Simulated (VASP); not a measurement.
A convergence study with VASP on CoSi$_{2}$ (fluorite): one setting is varied, all else stays as given below, so the limit is that of these other settings.

```yaml
crystal:
  lattice:
    - [0.00000, 2.68000, 2.68000]
    - [2.68000, 0.00000, 2.68000]
    - [2.68000, 2.68000, 0.00000]
  atoms:
    - { symbol: Co, position: [0.00000, 0.00000, 0.00000] }
    - { symbol: Si, position: [0.25000, 0.25000, 0.25000] }
    - { symbol: Si, position: [0.75000, 0.75000, 0.75000] }
```

These are PBEsol GGA, VASP's PBE PAW potentials (set 64) (plane waves; VASP) values and carry that method's errors. The tightest run used: 550 eV cut-off, 19×19×19 Γ-centred mesh, first-order Methfessel-Paxton smearing of 0.10 eV, potentials Co Si.

### Question
The settings run are 1×1×1 mesh; 2×2×2 mesh; 3×3×3 mesh; 4×4×4 mesh; 5×5×5 mesh; 6×6×6 mesh; 7×7×7 mesh; 8×8×8 mesh; 9×9×9 mesh; 10×10×10 mesh; 11×11×11 mesh; 12×12×12 mesh; 13×13×13 mesh; 14×14×14 mesh; 15×15×15 mesh; 16×16×16 mesh; 17×17×17 mesh; 18×18×18 mesh; 19×19×19 mesh. From which on does the stress (every component) stay within 0.2 GPa of the tightest run?

### Answer
From 6×6×6 mesh on: it is off by 0.05 there and by no more than 0.2 in any finer run, while 5×5×5 mesh is off by 0.36.
```
setting        E (eV/atom)  pressure (GPa)  irreducible k-points  difference judged (GPa)
-------------  -----------  --------------  --------------------  -----------------------
1×1×1 mesh          0.3991          104.12                     1                   109.02
2×2×2 mesh         -6.7569           -8.51                     3                     3.61
3×3×3 mesh         -6.9244           -5.15                     4                     0.26
4×4×4 mesh         -6.9928           -5.23                     8                     0.34
5×5×5 mesh         -6.9800           -4.54                    10                     0.36
6×6×6 mesh         -6.9855           -4.84                    16                     0.05
7×7×7 mesh         -6.9908           -4.87                    20                     0.02
8×8×8 mesh         -6.9886           -4.92                    29                     0.03
9×9×9 mesh         -6.9871           -4.79                    35                     0.11
10×10×10 mesh      -6.9893           -4.92                    47                     0.03
11×11×11 mesh      -6.9894           -4.95                    56                     0.05
12×12×12 mesh      -6.9892           -4.90                    72                     0.00
13×13×13 mesh      -6.9876           -4.89                    84                     0.00
14×14×14 mesh      -6.9887           -4.88                   104                     0.01
15×15×15 mesh      -6.9885           -4.91                   120                     0.02
16×16×16 mesh      -6.9887           -4.89                   145                     0.00
17×17×17 mesh      -6.9883           -4.89                   165                     0.01
18×18×18 mesh      -6.9887           -4.90                   195                     0.01
19×19×19 mesh      -6.9889           -4.90                   220                     0.00
```

VASP warned of too few bands at 1×1×1 mesh.

Left out are rungs that failed or repeat a setting and relaxations that didn't move; long series are thinned to 24 rows.

The compound is CoSi2 in the fluorite structure. The cell was not relaxed at this level. The run is not spin-polarised, so no magnetic state was tried. The electron count is odd and the run is not spin-polarised, which forces a metal. VASP warned that the highest band is occupied, so more bands are needed.
